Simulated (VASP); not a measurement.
```
CELL_PARAMETERS angstrom
     -1.61540     1.63418     3.96506
      1.61540    -1.63418     3.96506
      1.61540     1.63418    -3.96506
ATOMIC_POSITIONS crystal
  Si 0.66500 0.66500 0.00000
  Si 0.33500 0.33500 0.00000
  W  0.00000 0.01659 0.01659
```

Level of theory: PBE GGA, VASP's PBE PAW potentials (set 64) (plane waves; VASP). Run with ADDGRID = .TRUE., 400 eV cut-off, 12×12×12 Γ-centred mesh, first-order Methfessel-Paxton smearing of 0.10 eV, potentials Si W_sv.

Task: Which forces act on the atoms, in eV/Å?

Result: 
```json
[
 {"atom": "Si1", "Fx": "0.249", "Fy": "0.000", "Fz": "0.051"},
 {"atom": "Si2", "Fx": "0.249", "Fy": "0.000", "Fz": "-0.051"},
 {"atom": "W3", "Fx": "-0.499", "Fy": "0.000", "Fz": "0.000"}
]
```

Task: Give the stress tensor in GPa (positive for a compressed cell).

Result: 
```
-2.08   0.00   0.00
 0.00  -5.31   0.00
 0.00   0.00  -4.82
```
The pressure is its mean diagonal, -4.07 GPa.

The compound is WSi2 in the MoSi2 type structure. The cell was not relaxed at this level. The run is one of a series of settings (ADDGRID = .TRUE. against the base run), some of them coarse on purpose.
